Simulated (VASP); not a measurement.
A VASP calculation is set up with these files.

**KPOINTS**
```
kpoints
0
gamma
 2 2 2
0 0 0
```

**INCAR**
```
LASPH=.True.
SYSTEM=MgO
ISMEAR=0   ! Gaussian
LWAVE=.False.
AEXX=0.25
SIGMA=0.01
ISYM=3
NELM=100   ! most electronic steps
ISIF=2   ! forces and stress, cell fixed
ALGO=Normal
HFSCREEN=0.2
LCHARG=.False.
ENCUT=400
PREC=Accurate
LHFCALC=.True.
LREAL=.False.   ! projection in real space or not
PRECFOCK=Fast
GGA=PE   ! PBE
EDIFF=1E-6   ! SCF stop (eV)
```

**POSCAR**
```
MgO
1
    0.0000000000     2.0548500000     2.0548500000
    2.0548500000     0.0000000000     2.0548500000
    2.0548500000     2.0548500000     0.0000000000
Mg O
1 1
Direct
  0.0000000000   0.0000000000   0.0000000000
  0.5000000000   0.5000000000   0.5000000000
```

POTCAR, in this order: Mg O (PBE.64 set). Program: vasp_std.

**Question.** Translate this HSE06 calculation to Ansatz.

**Answer.** One equivalent input (not run):
Ansatz 0.2 input:
```yaml
crystal:
  lattice:
    - [0.0000000, 2.0548500, 2.0548500]
    - [2.0548500, 0.0000000, 2.0548500]
    - [2.0548500, 2.0548500, 0.0000000]
  atoms:
    - { symbol: Mg, position: [0.0000000, 0.0000000, 0.0000000] }
    - { symbol: O, position: [0.5000000, 0.5000000, 0.5000000] }
kpoints:
  mp_grid: { grid: [2, 2, 2] }
hamiltonian:
  xc: hse06
  pseudopotentials: { kind: paw }
scf:
  occupations: { method: gaussian, width: 0.01 }
  max_iter: 100
output: { forces: true, stress: true, eigenvalues: true }
```
The two are equivalent in intent, not identical: each code has its own PAW files, so the cut-off isn't converted (ENCUT is set for VASP's; basis.ecutwfc is left out, and Ansatz then takes the one that its files recommend); Ansatz stops its SCF on the density residual and VASP on the energy change (EDIFF); Ansatz's hse06 screens at 0.11 per bohr (0.208 per Å), slightly more than HFSCREEN = 0.2.

The structure comes from a computed database's MgO entry; how it stands against other phases isn't given here. The cell was not relaxed at this level. The k-mesh is coarse (spacing up to 1.32 per Å, 2π included), so the numbers may not be converged in it. The run is one of a series of settings (AEXX = 0.25, HFSCREEN = 0.2, ISYM = 3, LHFCALC = .TRUE., PRECFOCK = Fast, KPOINTS 2×2×2 Γ-centred mesh against the base run), some of them coarse on purpose.
